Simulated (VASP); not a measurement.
The input files of a VASP run:

POSCAR:
```
C2Si6
10.08990
  0.0014542465   0.4999999955   0.4801879019
  0.4999999955   0.0014542465   0.4801879019
  0.2507271210   0.2507271210   0.0000000000
Si C
6 2
Cart
  0.5014542420   0.5014542420   0.9535598105
  0.1253635605   0.1253635605   0.1268629687
  0.2682943942   0.4838869689   0.7092469891
  0.3585234084   0.1429308336   0.3711757901
  0.4838869689   0.2682943942   0.7092469891
  0.1429308336   0.3585234084   0.3711757901
  0.5014542420   0.5014542420   0.4906475821
  0.3760906816   0.3760906816   0.5897751971
```

KPOINTS:
```
Automatic mesh
0
Gamma
6 6 12
0 0 0
```

### INCAR
```
# general
SYSTEM  =  C2Si6
PREC    =  Accurate
ENCUT   =  520
LREAL   =  .False.
LASPH   =  .True.

# electronic loop
EDIFF   =  1E-7
NELM    =  100
ALGO    =  Normal

# smearing
ISMEAR  =  -5

# functional
GGA     =  PS

# ions
ISIF    =  2

# output
LWAVE   =  .False.
LCHARG  =  .True.
LORBIT  =  11
NEDOS   =  601

# other
LEFG    =  .True.
```

POTCAR, in this order: Si C (PBE.64 set). Program: vasp_std.

**Question.** Translate this PBEsol calculation to Quantum ESPRESSO's pw.x.

**Answer.** One equivalent input (not run):
```
&CONTROL
  calculation = 'scf'
  pseudo_dir = './pseudo'
  outdir = './out'
  tprnfor = .true.
  tstress = .true.
/
&SYSTEM
  ibrav = 0
  nat = 8
  ntyp = 2
  ecutwfc = 82
  occupations = 'tetrahedra'
  input_dft = 'pbesol'
/
&ELECTRONS
  conv_thr = 7.3e-09
  electron_maxstep = 100
/
ATOMIC_SPECIES
  Si 28.085 Si.upf
  C 12.011 C.upf
CELL_PARAMETERS angstrom
     0.0146732    5.0449500    4.8450479
     5.0449500    0.0146732    4.8450479
     2.5298116    2.5298116   -0.0000000
ATOMIC_POSITIONS crystal
  Si   0.9929028  0.9929028  0.0141944
  Si   0.1320972  0.1320972  0.2358056
  Si   0.9547313  0.5222884  0.0229803
  Si   0.1702687  0.6027116  0.2270197
  Si   0.5222884  0.9547313  0.0229803
  Si   0.6027116  0.1702687  0.2270197
  C    0.5108912  0.5108912  0.9782175
  C    0.6141088  0.6141088  0.2717825
K_POINTS automatic
  6 6 12 0 0 0
```
The two are equivalent in intent, not identical: the potentials are each code's own (VASP's PAW set, PseudoDojo norm-conserving files in pw.x), so ENCUT and ecutwfc are chosen apart and not converted; conv_thr bounds pw.x's estimated SCF error, while EDIFF bounds the energy change between steps; the field gradients of LEFG aren't asked of the other code.

The structure was generated: C2Si6 was put into an ordered model structure (Cmcm), which need not be its known phase. It was relaxed first.
